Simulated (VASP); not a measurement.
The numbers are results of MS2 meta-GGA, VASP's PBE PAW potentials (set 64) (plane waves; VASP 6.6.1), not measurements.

The input files of a VASP run:

**KPOINTS**
```
K-points
0
Gamma
 10 10 6
```

**POSCAR**
```
Y
1
    1.8250000000    -3.1609930000     0.0000000000
    1.8250000000     3.1609930000     0.0000000000
    0.0000000000     0.0000000000     5.7300000000
Y
2
Direct
  0.3333330000   0.6666670000   0.2500000000
  0.6666670000   0.3333330000   0.7500000000
```

**INCAR**
```
# general
SYSTEM  = Y
PREC    = Accurate
ENCUT   = 520   # plane-wave cut-off (eV)
LREAL   = .False.
LASPH   = .True.

# electronic loop
EDIFF   = 1E-6   # SCF stop (eV)
NELM    = 100   # most electronic steps
ALGO    = Normal
LMAXMIX = 4
LMIXTAU = .True.

# smearing
ISMEAR  = 1   # Methfessel-Paxton
SIGMA   = 0.1

# functional
METAGGA = MS2

# ions
IBRION  = 2   # conjugate gradients
NSW     = 60   # most ionic steps
ISIF    = 3
EDIFFG  = -0.01

# output
LWAVE   = .False.
LCHARG  = .False.
```

POTCAR, in this order: Y_sv (PBE.64 set). Program: vasp_std.

Question: Predict the energy per atom (σ→0), volume per atom, band gap (on the k-mesh).

Answer: 
```
Quantity                                                     Value
------------------------  ----------------------------------------
energy per atom (σ→0)                               -6.669 eV/atom
band gap (on the k-mesh)  none (metal, semimetal or under 0.01 eV)
volume per atom                                      32.91 Å³/atom
```

### OSZICAR
```
...
DAV:   2    -0.133374341260E+02    0.48434E-04   -0.21494E-04  1949   0.115E-01    0.437E-02
DAV:   3    -0.133373933569E+02    0.40769E-04   -0.51184E-04  2801   0.164E-01    0.293E-02
DAV:   4    -0.133374036098E+02   -0.10253E-04   -0.25524E-04  2494   0.116E-01    0.259E-02
DAV:   5    -0.133374058042E+02   -0.21944E-05   -0.85296E-06  1981   0.153E-02    0.336E-02
DAV:   6    -0.133373998945E+02    0.59097E-05   -0.58251E-06  1666   0.147E-02    0.272E-02
DAV:   7    -0.133373962446E+02    0.36499E-05   -0.16825E-05  1967   0.314E-02    0.146E-02
DAV:   8    -0.133373956818E+02    0.56282E-06   -0.78431E-06  1365   0.235E-02
   6 F= -.13337396E+02 E0= -.13338027E+02  d E =-.156653E-04
```

The compound is Y in the hcp structure. This run relaxes it. Symmetry was kept, so distortions that lower it aren't found.
